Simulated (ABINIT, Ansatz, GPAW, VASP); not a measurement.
## CaBr2 (P1, 6 atoms in the cell) computed with different codes at matched settings

Self-consistent single point.

```
CELL_PARAMETERS angstrom
      6.80812     0.00000     0.00000
      0.00000     6.80812     0.00000
      0.00000     0.00000     4.37987
ATOMIC_POSITIONS crystal
  Ca 0.01819 0.00823 0.00694
  Ca 0.49928 0.49101 0.51083
  Br 0.79944 0.19818 0.51831
  Br 0.19825 0.80784 0.49721
  Br 0.30789 0.29639 0.97595
  Br 0.67693 0.69835 0.99076
```

All programs got the same cell, k-point mesh and kind of occupations (some realise fixed ones as a very narrow smearing) (in Ansatz's words: kpoints.mp_grid.grid = 2 2 3; scf.occupations.method = fixed); potentials, basis and cutoffs are each program's usual ones.

```tsv
code	model	pressure (GPa)	largest force (eV/Å)	gap on the mesh (eV)	cutoff
GPAW	PBEsol, GPAW PAW datasets PBEsol (made by gpaw-setup)	-0.39	0.598	4.334	550 eV
VASP	PBEsol, VASP's PBE PAW potentials (set 64)	-0.46	0.595	4.332	300 eV
Ansatz	PBEsol, PAW files made with PBE	-0.51	0.583	4.332	30.9 Ry
ABINIT	PBEsol, norm-conserving pseudopotentials (PseudoDojo nc-sr-04 PBEsol standard)	-0.53	0.582	4.331	925 eV
```

Size of the force on each atom (eV/Å): Sizes of forces hide their directions.

```tsv
code	Ca1	Ca2	Br3	Br4	Br5	Br6
GPAW	0.598	0.592	0.292	0.142	0.389	0.351
VASP	0.595	0.589	0.289	0.143	0.387	0.350
Ansatz	0.583	0.577	0.289	0.134	0.380	0.336
ABINIT	0.582	0.576	0.290	0.132	0.379	0.333
```

Gaps are read on the mesh.

The spread over the programs that give each value: pressure within 0.14 GPa; largest force within 0.016 eV/Å; gap on the mesh within 0.003 eV.

The starting cell comes from a database of computed structures (which also holds hypothetical and non-ambient phases and stackings), without a prior relaxation at this level. Its atoms were displaced at random from the sites of space group no. 136.

Problem. Why do the programs differ, and what cannot be compared?

Solution. Differences of this kind can come from the potentials, where these differ, and from what each basis and cutoff leave unconverged. The zero of total energies and Fermi levels follows the potentials and each program's conventions, so they are not compared here. Ansatz's pressure is given at a fixed set of plane waves, as the other plane-wave codes print theirs.

VASP's run is marked for a possible Pulay error in its stress at this cutoff; no cutoff test was made.

VASP ran the fixed occupations as a Gaussian smearing of 0.01 eV.

Left out of this page: Quantum ESPRESSO, CP2K, Elk, FLEUR and SIESTA (not drawn, or without a comparable value).

Ansatz is an electronic-structure program.

Keys are those of Ansatz 0.2.
